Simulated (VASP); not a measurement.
Output of a VASP run:

**OUTCAR**
```
 ion  position               nearest neighbor table
   1  0.000  0.000  0.000-
  LATTYP: Found a body centered orthorhombic cell.
 ALAT       =     3.2044684122
 B/A-ratio  =     1.0101010101
 C/A-ratio  =     1.5631759545
 Subroutine PRICEL returns:
 Original cell was already a primitive cell.
 Subroutine GETGRP returns: Found  8 space group operations
The static configuration has the point symmetry D_2h.
The dynamic configuration has the point symmetry D_2h.
 Subroutine INISYM returns: Found  8 space group operations
 Subroutine IBZKPT returns following result:
 Found    428 irreducible k-points:

 Following reciprocal coordinates:
            Coordinates               Weight
  0.000000  0.000000  0.000000      1.000000
  0.071429  0.000000 -0.000000      4.000000
  0.142857  0.000000  0.000000      4.000000
  0.214286  0.000000 -0.000000      4.000000
  0.285714  0.000000 -0.000000      4.000000
  0.357143  0.000000  0.000000      4.000000
  0.428571  0.000000 -0.000000      4.000000
  0.500000  0.000000 -0.000000      2.000000
  0.000000  0.071429 -0.000000      4.000000
  0.071429  0.071429 -0.000000      8.000000
  0.142857  0.071429 -0.000000      8.000000
  0.214286  0.071429  0.000000      8.000000
  0.285714  0.071429  0.000000      8.000000
  0.357143  0.071429  0.000000      8.000000
  0.428571  0.071429  0.000000      8.000000
  0.500000  0.071429  0.000000      8.000000
 -0.428571  0.071429  0.000000      8.000000
 -0.357143  0.071429  0.000000      8.000000
 -0.285714  0.071429  0.000000      8.000000
 -0.214286  0.071429 -0.000000      8.000000
 -0.142857  0.071429  0.000000      8.000000
 -0.071429  0.071429 -0.000000      4.000000
  0.000000  0.142857 -0.000000      4.000000
  0.071429  0.142857 -0.000000      8.000000
  0.142857  0.142857  0.000000      8.000000
  0.214286  0.142857 -0.000000      8.000000
  0.285714  0.142857 -0.000000      8.000000
  0.357143  0.142857  0.000000      8.000000
  0.428571  0.142857 -0.000000      8.000000
  0.500000  0.142857 -0.000000      8.000000
 -0.428571  0.142857  0.000000      8.000000
 -0.357143  0.142857 -0.000000      8.000000
 -0.285714  0.142857  0.000000      8.000000
 -0.214286  0.142857 -0.000000      8.000000
 -0.142857  0.142857 -0.000000      4.000000
 -0.071429  0.142857 -0.000000      8.000000
  0.000000  0.214286 -0.000000      4.000000
  0.071429  0.214286  0.000000      8.000000
  0.142857  0.214286 -0.000000      8.000000
  0.214286  0.214286 -0.000000      8.000000
   k-points           NKPTS =    428   k-points in BZ     NKDIM =    428   number of bands    NBANDS=     10
   number of dos      NEDOS =    301   number of ions     NIONS =      1
   total plane-waves  NPLWV =  13824
   dimension x,y,z NGX =    24 NGY =   24 NGZ =   24
   dimension x,y,z NGXF=    48 NGYF=   48 NGZF=   48
   ions per type =               1
   PREC   = accura    normal or accurate (medium, high low for compatibility)
   ISTART =      0    job   : 0-new  1-cont  2-samecut
   ICHARG =      2    charge: 1-file 2-atom 10-const
   ISPIN  =      1    spin polarized calculation?
   LNONCOLLINEAR =      F non collinear calculations
   LSORBIT =      F    spin-orbit coupling
   INIWAV =      1    electr: 0-lowe 1-rand  2-diag
   ENCUT  =  480.0 eV  35.28 Ry    5.94 a.u.   6.05  6.05  6.05*2*pi/ulx,y,z
   NELM   =    100;   NELMIN=  2; NELMDL= -5     # of ELM steps
   EDIFF  = 0.1E-06   stopping-criterion for ELM
   LREAL  =      F    real-space projection
   NLSPLINE    = F    spline interpolate recip. space projectors
   LMAXMIX     =    4 max onsite mixed and CHGCAR
   VOSKOWN=      0    Vosko Wilk Nusair interpolation
   EDIFFG = 0.1E-05   stopping-criterion for IOM
   NSW    =      0    number of steps for IOM
   NBLOCK =      1;   KBLOCK =      1    inner block; outer block
...
```

### OSZICAR
```
       N       E                     dE             d eps       ncg     rms          rms(c)
DAV:   1     0.481623378141E+02    0.48162E+02   -0.63590E+03  8586   0.159E+03
DAV:   2    -0.223172678319E+02   -0.70480E+02   -0.69533E+02  8686   0.286E+02
DAV:   3    -0.250028734978E+02   -0.26856E+01   -0.26712E+01 10088   0.657E+01
DAV:   4    -0.250665227457E+02   -0.63649E-01   -0.63630E-01 11198   0.100E+01
DAV:   5    -0.250694922038E+02   -0.29695E-02   -0.29693E-02 10922   0.172E+00    0.368E+00
DAV:   6    -0.224350976562E+02    0.26344E+01   -0.15865E+00  9556   0.318E+01    0.144E+00
DAV:   7    -0.225516399956E+02   -0.11654E+00   -0.17682E-01  8848   0.907E+00    0.124E+00
DAV:   8    -0.225339483051E+02    0.17692E-01   -0.10400E-01  8740   0.330E+00    0.255E-01
DAV:   9    -0.225744243321E+02   -0.40476E-01   -0.39103E-02  8630   0.204E+00    0.198E-01
DAV:  10    -0.225711265783E+02    0.32978E-02   -0.25328E-03  9614   0.777E-01    0.115E-01
DAV:  11    -0.225743397363E+02   -0.32132E-02   -0.27286E-03  8716   0.749E-01    0.128E-01
DAV:  12    -0.225749394442E+02   -0.59971E-03   -0.52229E-04  9520   0.406E-01    0.214E-02
DAV:  13    -0.225751437386E+02   -0.20429E-03   -0.24369E-04  8930   0.225E-01    0.163E-02
DAV:  14    -0.225751388719E+02    0.48667E-05   -0.15507E-05 10406   0.467E-02    0.375E-02
DAV:  15    -0.225751373562E+02    0.15157E-05   -0.11202E-06  9054   0.117E-02    0.341E-02
DAV:  16    -0.225751467445E+02   -0.93883E-05   -0.32596E-06  8748   0.193E-02    0.191E-02
DAV:  17    -0.225751491315E+02   -0.23871E-05   -0.18130E-06  9134   0.125E-02    0.759E-03
DAV:  18    -0.225751489569E+02    0.17462E-06   -0.64604E-08  7178   0.346E-03    0.793E-03
DAV:  19    -0.225751490858E+02   -0.12893E-06   -0.20143E-08  4618   0.201E-03    0.753E-03
DAV:  20    -0.225751490044E+02    0.81434E-07   -0.22603E-07  9206   0.910E-03
   1 F= -.22575149E+02 E0= -.22575133E+02  d E =-.483970E-04
```

OUTCAR:
```
------------------------ aborting loop because EDIFF is reached ----------------------------------------
  FORCE on cell =-STRESS in cart. coord.  units (eV):
  Direction    XX          YY          ZZ          XY          YZ          ZX
  --------------------------------------------------------------------------------------
  Total        0.1650795      0.0434360      0.0480552     -0.0000000      0.0000000      0.0000000
  in kB       10.1810594      2.6788559      2.9637435     -0.0000000      0.0000000      0.0000000
  external PRESSURE =       5.2745530 kB  Pullay stress =       0.0000000 kB
  volume of cell :       25.98
      direct lattice vectors                 reciprocal lattice vectors
    -1.602234206  1.618418390  2.504573984     0.000000000  0.308943598  0.199634750
     1.602234206 -1.618418390  2.504573984     0.312064240  0.000000000  0.199634750
     1.602234206  1.618418390 -2.504573984     0.312064240  0.308943598  0.000000000
 POSITION                                       TOTAL-FORCE (eV/Angst)
 -----------------------------------------------------------------------------------
      0.00000      0.00000      0.00000         0.000000     -0.000000     -0.000000
 -----------------------------------------------------------------------------------
    total drift:                                0.000000      0.000000     -0.000000
  FREE ENERGIE OF THE ION-ELECTRON SYSTEM (eV)
  ---------------------------------------------------
  free  energy   TOTEN  =       -22.5751490044 eV

  energy  without entropy=      -22.5751006073  energy(sigma->0) =      -22.57513287
```
(Selected blocks of OUTCAR.)

### POSCAR
```
In
1
   -1.6022342061     1.6184183900     2.5045739844
    1.6022342061    -1.6184183900     2.5045739844
    1.6022342061     1.6184183900    -2.5045739844
In
1
Direct
  0.0000000000   1.0000000000   1.0000000000
```

Problem. Write an INCAR and KPOINTS that could have produced this output.

Solution. This is not unique; one that fits is the input of the run itself, r2SCAN meta-GGA, plane waves, VASP's PBE PAW potentials (set 64).

### INCAR
```
ISMEAR = 1   # Methfessel-Paxton
LMIXTAU = .TRUE.
EDIFF = 1E-7   # SCF stop (eV)
METAGGA = R2SCAN
SYSTEM = In
ALGO = Normal
LREAL = .FALSE.
LCHARG = .FALSE.
LWAVE = .FALSE.
SIGMA = 0.1   # width (eV)
LMAXMIX = 4   # l cut-off of mixed one-centre charges
ENCUT = 480   # plane-wave cut-off (eV)
LASPH = .TRUE.   # aspherical one-centre terms
NELM = 100
ISIF = 2   # forces and stress, cell fixed
PREC = Accurate
```

### KPOINTS
```
Automatic
0
gamma
  14 14 14
0 0 0
```

POTCAR, in this order: In_d (PBE.64 set). Program: vasp_std.

The compound is In in the bct structure. This cell was strained or had an atom moved on purpose.
